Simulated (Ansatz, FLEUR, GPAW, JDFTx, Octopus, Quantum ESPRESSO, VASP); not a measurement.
**One calculation of PbF2, 7 ways**

```
CELL_PARAMETERS angstrom
0.00000 2.96366 2.96366
2.96366 0.00000 2.96366
2.96366 2.96366 0.00000
ATOMIC_POSITIONS crystal
Pb 0.00000 0.00000 0.00000
F 0.75000 0.75000 0.75000
F 0.25000 0.25000 0.25000
```

Alike in all runs: task single point; functional PBEsol; k mesh 8 × 8 × 8; occupations fermi-dirac, width 0.05 eV; no spin polarisation; no spin-orbit coupling. Pressure is positive in compression and, in plane waves, holds the error of the finite cutoff.

```tsv
program and potentials	plane-wave cutoff (eV)	notes	band gap (eV)	pressure (GPa)
Quantum ESPRESSO, GBRV 1.5 PBEsol	612	-	4.31	-1.35
GPAW, PAW data sets generated for this functional	800	-	4.23	-2.47
FLEUR, all-electron, FLAPW	-	-	4.31	-
JDFTx, PseudoDojo-SR-PBEsol-0.4.1-standard with smoothed tails	1143	-	4.32	-1.04
VASP, PBE PAW files F, Pb_d, 520 eV	520	potentials made for PBE	4.30	-1.30
Octopus, pseudodojo_pbesol (PseudoDojo 0.4, PBEsol)	-	-	4.32	-
Ansatz, all-electron LAPW, scalar-relativistic	-	-	4.30	-1.07
```

The band gap spans 4.23 (GPAW, PAW data sets generated for this functional) to 4.32 eV (JDFTx, PseudoDojo-SR-PBEsol-0.4.1-standard with smoothed tails), with all-electron results at 4.30 to 4.31. The pressure spans -2.47 (GPAW, PAW data sets generated for this functional) to -1.04 GPa (JDFTx, PseudoDojo-SR-PBEsol-0.4.1-standard with smoothed tails), with all-electron results at -1.07. Spin-orbit coupling, left out here, moves the band edges of heavy atoms. The gap is indirect and read on the mesh alone.

Differences between rows come from potentials, basis sets and numerical settings, since the functional is the same but for its coding. Runs on potential files found faulty are left out.
